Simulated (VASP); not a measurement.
Given:

```
AlN
1.0
    0.00000     2.18049     2.18049
    2.18049     0.00000     2.18049
    2.18049     2.18049     0.00000
Al N
1 1
Direct
  0.00000   0.00000   0.00000
  0.25000   0.25000   0.25000
```

These are SCAN meta-GGA, VASP's PBE PAW potentials (set 64) (plane waves; VASP) values and carry that method's errors. Settings: 520 eV cut-off, 12×12×12 Γ-centred mesh, tetrahedra with Blöchl corrections, potentials Al N.

**Question.** What does the run give for the energy per atom (σ→0), band gap (over mesh and band path) with the smallest direct gap where there is one?

**Answer.** 
- band gap (over mesh and band path) = 3.93 eV
- smallest direct gap (over mesh and band path) = 4.91 eV
- energy per atom (σ→0) = -984.2 kJ/mol of atoms

Only differences to runs with the same potentials and settings are physical.

The compound is AlN in the zinc blende structure, a metastable form; wurtzite is the usual one. It was relaxed first.
